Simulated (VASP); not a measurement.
The input files of a VASP run:

### KPOINTS
```
K-points
0
Gamma
  10 10 10
0 0 0
```

### POSCAR
```
Ba
1
   -2.5131673413     2.5131673413     2.5131673413
    2.5131673413    -2.5131673413     2.5131673413
    2.5131673413     2.5131673413    -2.5131673413
Ba
1
Direct
  0.0000000000   0.0000000000   0.0000000000
```

**INCAR**
```
SYSTEM = Ba
PREC = Accurate; ENCUT = 480; LREAL = .FALSE.
LASPH = .TRUE.
EDIFF = 1E-7; NELM = 100; ALGO = Normal
LMAXMIX = 4
ISMEAR = 1; SIGMA = 0.1
GGA = PE
ISIF = 2
LWAVE = .FALSE.; LCHARG = .FALSE.
```

POTCAR, in this order: Ba_sv (PBE.64 set). Program: vasp_std.

Task: Translate this PBE calculation to Ansatz.

Result: One equivalent input (not run):
Ansatz 0.2 input:
```yaml
crystal:
  lattice:
    - [-2.5131673, 2.5131673, 2.5131673]
    - [2.5131673, -2.5131673, 2.5131673]
    - [2.5131673, 2.5131673, -2.5131673]
  atoms:
    - { symbol: Ba, position: [0.0000000, 0.0000000, 0.0000000] }
kpoints:
  mp_grid: { grid: [10, 10, 10] }
hamiltonian:
  xc: pbe
  pseudopotentials: { kind: paw }
scf:
  occupations: { method: methfessel_paxton, width: 0.1 }
  max_iter: 100
output: { forces: true, stress: true, eigenvalues: true }
```
What does not carry over: each code has its own PAW files, so the cut-off isn't converted (ENCUT is set for VASP's; basis.ecutwfc is left out, and Ansatz then takes the one that its files recommend); Ansatz stops its SCF on the density residual and VASP on the energy change (EDIFF).

The compound is Ba in the bcc structure. It was relaxed first.
